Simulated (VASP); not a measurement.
Method: r2SCAN meta-GGA, VASP's PBE PAW potentials (set 64) (plane waves; VASP).

VASP input:

**INCAR**
```
SYSTEM=SiC
PREC=Accurate; ENCUT=600; LREAL=.FALSE.
LASPH=.TRUE.
EDIFF=1E-7; NELM=100; ALGO=Normal
LMIXTAU=.TRUE.
ISMEAR=0; SIGMA=0.05
METAGGA=R2SCAN
IBRION=2; NSW=30; ISIF=2
EDIFFG=-0.01
LWAVE=.FALSE.; LCHARG=.FALSE.
```

File KPOINTS:
```
Automatic mesh
0
Gamma
10 10 10
0 0 0
```

### POSCAR
```
SiC
1
    0.0000000000     2.0904789569     2.1775822467
    2.1775822467     0.0000000000     2.1775822467
    2.1775822467     2.0904789569     0.0000000000
Si C
1 1
Direct
  0.0000000000   0.0000000000   0.0000000000
  0.2500000000   0.2500000000   0.2500000000
```

POTCAR, in this order: Si C (PBE.64 set). Program: vasp_std.

Q: What will the output report for the number of irreducible k-points (NKPTS), number of bands (NBANDS), largest plane-wave count, number of space-group operations, FFT grid (NGX, NGY, NGZ)?

A: 
number of irreducible k-points (NKPTS): 102
number of bands (NBANDS): 8
largest plane-wave count: 676
number of space-group operations: 8
FFT grid (NGX, NGY, NGZ): 24 × 28 × 24

The compound is SiC in the zinc blende structure. This cell was strained or had an atom moved on purpose.
